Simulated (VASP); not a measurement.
Method: PBE GGA, VASP's PBE PAW potentials (set 64) (plane waves; VASP 6.6.1).

The input files of a VASP run:

File POSCAR:
```
FePt
1.0
  2.6872039582   0.0000000000   0.0000000000
  0.0000000000   2.6872039582   0.0000000000
  0.0000000000   0.0000000000   3.7088502863
Fe Pt
1 1
Cartesian
  0.0000000000   0.0000000000   0.0000000000
  1.3436019791   1.3436019791   1.8544251432
```

**INCAR**
```
SYSTEM = FePt
PREC = Accurate; ENCUT = 500; LREAL = .FALSE.
LASPH = .TRUE.
EDIFF = 1E-6; NELM = 100; ALGO = Normal
LMAXMIX = 6
ISMEAR = 1; SIGMA = 0.1
GGA = PE
MAGMOM = 2.9 0.3
ISPIN = 2
IBRION = 2; NSW = 40; ISIF = 3
EDIFFG = -0.02; PSTRESS = 200
LWAVE = .FALSE.; LCHARG = .FALSE.; LORBIT = 10
```

**KPOINTS**
```
kpoints
0
gamma
  13 13 10
```

POTCAR, in this order: Fe Pt (PBE.64 set). Program: vasp_std.

The resulting files:

### OSZICAR
```
       N       E                     dE             d eps       ncg     rms          rms(c)
DAV:   1     0.889871101565E+02    0.88987E+02   -0.86314E+03 10472   0.130E+03
DAV:   2    -0.130681689894E+02   -0.10206E+03   -0.91318E+02 10381   0.252E+02
DAV:   3    -0.161044180331E+02   -0.30362E+01   -0.29420E+01 12804   0.523E+01
DAV:   4    -0.161364055914E+02   -0.31988E-01   -0.31980E-01 11468   0.458E+00
DAV:   5    -0.161372582350E+02   -0.85264E-03   -0.85263E-03 13362   0.854E-01    0.175E+01
DAV:   6    -0.169621246287E+02   -0.82487E+00   -0.12454E+01 10816   0.799E+01    0.219E+01
DAV:   7    -0.149277179993E+02    0.20344E+01   -0.88332E+00 12740   0.782E+01    0.911E+00
DAV:   8    -0.148586697504E+02    0.69048E-01   -0.44600E-01 12209   0.108E+01    0.421E+00
DAV:   9    -0.147838970330E+02    0.74773E-01   -0.12252E-01 14648   0.763E+00    0.188E+00
DAV:  10    -0.147734698120E+02    0.10427E-01   -0.32190E-02 15513   0.344E+00    0.636E-01
DAV:  11    -0.147730546980E+02    0.41511E-03   -0.20741E-03 12484   0.633E-01    0.251E-01
DAV:  12    -0.147730613401E+02   -0.66421E-05   -0.13716E-04 12952   0.136E-01    0.954E-02
DAV:  13    -0.147730620778E+02   -0.73766E-06   -0.30238E-05 12271   0.657E-02    0.354E-02
DAV:  14    -0.147730618307E+02    0.24702E-06   -0.67565E-06 12469   0.496E-02
   1 F= -.11429880E+02 E0= -.11429929E+02  d E =-.114299E+02  mag=     3.2003
       N       E                     dE             d eps       ncg     rms          rms(c)
DAV:   1    -0.166546248590E+02   -0.18816E+01   -0.44284E+01 10248   0.899E+01    0.159E+01
DAV:   2    -0.142282102029E+02    0.24264E+01   -0.48983E+00 11529   0.287E+01    0.699E+00
DAV:   3    -0.141841787056E+02    0.44031E-01   -0.23140E-01 12535   0.589E+00    0.341E+00
DAV:   4    -0.141840412705E+02    0.13744E-03   -0.25913E-02 14255   0.382E+00    0.124E+00
DAV:   5    -0.141839373629E+02    0.10391E-03   -0.19791E-02 11860   0.351E+00    0.110E+00
DAV:   6    -0.141801257976E+02    0.38116E-02   -0.79394E-03 14998   0.218E+00    0.476E-01
DAV:   7    -0.141801529596E+02   -0.27162E-04   -0.15081E-03 12555   0.389E-01    0.104E-01
DAV:   8    -0.141802580852E+02   -0.10513E-03   -0.27154E-04 12615   0.325E-01    0.537E-02
DAV:   9    -0.141802802242E+02   -0.22139E-04   -0.14156E-05 12615   0.374E-02    0.287E-02
DAV:  10    -0.141802832717E+02   -0.30476E-05   -0.68316E-06 13994   0.443E-02    0.126E-02
DAV:  11    -0.141802822790E+02    0.99273E-06   -0.11658E-06  6636   0.281E-02
   2 F= -.11239321E+02 E0= -.11239239E+02  d E =0.190559E+00  mag=     3.0035
       N       E                     dE             d eps       ncg     rms          rms(c)
DAV:   1    -0.159983799025E+02   -0.18181E+01   -0.24210E+01 10199   0.702E+01    0.869E+00
DAV:   2    -0.147158137066E+02    0.12826E+01   -0.29333E+00 11578   0.235E+01    0.574E+00
DAV:   3    -0.147219916770E+02   -0.61780E-02   -0.19623E-01 13372   0.910E+00    0.423E+00
DAV:   4    -0.146978922073E+02    0.24099E-01   -0.10705E-01 12993   0.970E+00    0.174E+00
DAV:   5    -0.146931325855E+02    0.47596E-02   -0.36768E-02 11992   0.520E+00    0.138E+00
DAV:   6    -0.146892607695E+02    0.38718E-02   -0.97247E-03 14864   0.225E+00    0.186E-01
DAV:   7    -0.146894059933E+02   -0.14522E-03   -0.60893E-04 11942   0.316E-01    0.753E-02
DAV:   8    -0.146894248344E+02   -0.18841E-04   -0.45983E-05 14718   0.104E-01    0.525E-02
DAV:   9    -0.146894319641E+02   -0.71297E-05   -0.10194E-05 13856   0.636E-02    0.127E-02
DAV:  10    -0.146894329221E+02   -0.95799E-06   -0.13417E-06  8011   0.139E-02
   3 F= -.11461977E+02 E0= -.11462293E+02  d E =-.320966E-01  mag=     3.1491
       N       E                     dE             d eps       ncg     rms          rms(c)
DAV:   1    -0.146853511176E+02    0.40808E-02   -0.52611E-03 10248   0.101E+00    0.138E-01
DAV:   2    -0.146850620967E+02    0.28902E-03   -0.63594E-04 11543   0.330E-01    0.805E-02
DAV:   3    -0.146850612358E+02    0.86086E-06   -0.19948E-05 12380   0.567E-02    0.436E-02
DAV:   4    -0.146850604460E+02    0.78987E-06   -0.30598E-06 10460   0.474E-02
   4 F= -.11462038E+02 E0= -.11462361E+02  d E =-.321579E-01  mag=     3.1474
       N       E                     dE             d eps       ncg     rms          rms(c)
DAV:   1    -0.146904361500E+02   -0.53749E-02   -0.83914E-03 10913   0.112E+00    0.155E-01
DAV:   2    -0.146900389418E+02    0.39721E-03   -0.10764E-03 13075   0.399E-01    0.107E-01
DAV:   3    -0.146900483635E+02   -0.94217E-05   -0.31437E-04 12712   0.501E-01    0.793E-02
DAV:   4    -0.146900135490E+02    0.34815E-04   -0.11088E-04 12558   0.294E-01    0.391E-02
DAV:   5    -0.146900109761E+02    0.25729E-05   -0.36449E-06 10976   0.350E-02    0.161E-02
DAV:   6    -0.146900093102E+02    0.16660E-05   -0.21051E-06  8933   0.209E-02    0.337E-03
DAV:   7    -0.146900093490E+02   -0.38868E-07   -0.49139E-07  5159   0.122E-02
   5 F= -.11461976E+02 E0= -.11462300E+02  d E =0.621596E-04  mag=     3.1487
       N       E                     dE             d eps       ncg     rms          rms(c)
DAV:   1    -0.146861874604E+02    0.38218E-02   -0.59126E-03 10892   0.966E-01    0.131E-01
DAV:   2    -0.146859055080E+02    0.28195E-03   -0.68391E-04 12451   0.306E-01    0.817E-02
DAV:   3    -0.146859130383E+02   -0.75303E-05   -0.13331E-04 13008   0.318E-01    0.520E-02
DAV:   4    -0.146858985259E+02    0.14512E-04   -0.63648E-05 12621   0.223E-01    0.356E-02
DAV:   5    -0.146858963312E+02    0.21948E-05   -0.29932E-06  9405   0.443E-02    0.141E-02
DAV:   6    -0.146858961850E+02    0.14616E-06   -0.23632E-06  9003   0.180E-02
   6 F= -.11462036E+02 E0= -.11462358E+02  d E =0.184092E-05  mag=     3.1476
```

OUTCAR:
```
------------------------ aborting loop because EDIFF is reached ----------------------------------------
  FORCE on cell =-STRESS in cart. coord.  units (eV):
  Direction    XX          YY          ZZ          XY          YZ          ZX
  --------------------------------------------------------------------------------------
  Total        3.1933360      3.1933360      3.2234801      0.0000000      0.0000000     -0.0000000
  in kB      198.1063729    198.1063729    199.9764347      0.0000000      0.0000000     -0.0000000
  external PRESSURE =      -1.2702732 kB  Pullay stress =     200.0000000 kB
  volume of cell :       25.83
      direct lattice vectors                 reciprocal lattice vectors
     2.654066714 -0.000000000  0.000000000     0.376780280 -0.000000000  0.000000000
     0.000000000  2.654066714  0.000000000    -0.000000000  0.376780280  0.000000000
    -0.000000000 -0.000000000  3.666342914    -0.000000000 -0.000000000  0.272751356
 POSITION                                       TOTAL-FORCE (eV/Angst)
 -----------------------------------------------------------------------------------
      0.00000      0.00000      0.00000         0.000000      0.000000      0.000000
      1.32703      1.32703      1.83317        -0.000000     -0.000000      0.000000
 -----------------------------------------------------------------------------------
    total drift:                               -0.000000      0.000000      0.000000
  FREE ENERGIE OF THE ION-ELECTRON SYSTEM (eV)
  ---------------------------------------------------
  free  energy   TOTEN  =       -14.6858961850 eV

  energy  without entropy=      -14.6868618289  energy(sigma->0) =      -14.68621807
  enthalpy is  TOTEN    =       -11.4620362407 eV   P V=        3.2238599444

 total charge

# of ion       s       p       d       tot
------------------------------------------
    1        0.433   0.508   6.191   7.133
    2        0.753   0.753   8.100   9.606
--------------------------------------------------
tot          1.186   1.261  14.292  16.739

 magnetization (x)

# of ion       s       p       d       tot
------------------------------------------
    1        0.003  -0.005   2.800   2.797
    2       -0.025  -0.070   0.409   0.314
--------------------------------------------------
tot         -0.022  -0.075   3.208   3.111

 reached required accuracy - stopping structural energy minimisation
```
(Selected blocks of OUTCAR.)

**CONTCAR**
```
FePt
   1.00000000000000
     2.6540667144018393   -0.0000000000000000    0.0000000000000000
     0.0000000000000000    2.6540667144018393    0.0000000000000000
    -0.0000000000000000   -0.0000000000000000    3.6663429144543698
  Fe              Pt
     1     1
Direct
     0.0000000000000000    0.0000000000000000    0.0000000000000000
     0.5000000000000000    0.5000000000000000    0.5000000000000000
```

File OUTCAR:
```
 val. band max:        9.6164414324   @ k =   0.0000   0.0000   0.2000

 cond. band min:       9.6371504790   @ k =   0.3846   0.1538   0.0000


 Fermi energy:         9.6246243915

 spin component 1

 k-point     1 :       0.0000    0.0000    0.0000
  band No.  band energies     occupation
      1      -0.4915      1.00000
      2       2.7747      1.00000
      3       2.9042      1.00000
      4       6.0720      1.00000
      5       6.0720      1.00000
      6       6.6395      1.00000
      7       7.6289      1.00000
      8       7.7524      1.00000
      9       9.2276      1.00000
     10       9.4284      1.00902
     11       9.4284      1.00902
     12      11.8308      0.00000
     13      20.0356      0.00000
     14      21.9149      0.00000
     15      21.9149      0.00000

 k-point     2 :       0.0769    0.0000    0.0000
  band No.  band energies     occupation
      1      -0.3250      1.00000
      2       2.8655      1.00000
      3       3.0232      1.00000
      4       5.9914      1.00000
      5       6.1211      1.00000
      6       6.6855      1.00000
      7       7.5837      1.00000
      8       7.7514      1.00000
      9       8.8547      1.00000
     10       9.0699      1.00000
     11       9.3833      1.00169
     12      12.5624      0.00000
     13      19.8848      0.00000
     14      21.1417      0.00000
     15      22.2290      0.00000

 k-point     3 :       0.1538    0.0000    0.0000
  band No.  band energies     occupation
      1       0.1502      1.00000
      2       3.0742      1.00000
      3       3.4186      1.00000
      4       5.7573      1.00000
      5       6.2655      1.00000
      6       6.7839      1.00000
      7       7.4588      1.00000
      8       7.7861      1.00000
      9       7.9268      1.00000
     10       8.6628      1.00000
     11       9.2497      1.00000
     12      13.9744      0.00000
     13      18.7507      0.00000
...
```

Energy and stress use the plane-wave basis of the starting cell. Unless said otherwise, spin-orbit coupling is left out, though it shifts the bands of the heavy elements here.

The compound is FePt in the L1_0 structure. This run relaxes it under an external pressure of 20 GPa. Symmetry was kept, so distortions that lower it aren't found.
